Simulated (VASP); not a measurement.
Consider the following.

```
CELL_PARAMETERS angstrom
      2.90131     0.00000     0.00000
      0.00000     2.90131     0.00000
      0.00000     0.00000     2.90131
ATOMIC_POSITIONS crystal
  Ti 0.00000 0.00000 0.00000
  Co 0.50000 0.50000 0.50000
```

All values below come from LDA (Ceperley-Alder, Perdew-Zunger), VASP's LDA PAW potentials (set 64) (plane waves; VASP). Settings: 520 eV cut-off, 11×11×11 Γ-centred mesh, first-order Methfessel-Paxton smearing of 0.10 eV, potentials Ti_sv Co.

Q: Estimate the energy per atom (σ→0), band gap (on the k-mesh) with the smallest direct gap where there is one.

A: 
The band gap (on the k-mesh) is none (metal, semimetal or under 0.01 eV). The energy per atom (σ→0) comes out as -8.798 eV/atom.

Only differences to runs with the same potentials and settings are physical.

The compound is TiCo in the CsCl type structure. It was relaxed first, which changed the volume by -9 %. The start is the result of an earlier pass. The run is not spin-polarised, so no magnetic state was tried. The electron count is odd and the run is not spin-polarised, which forces a metal.
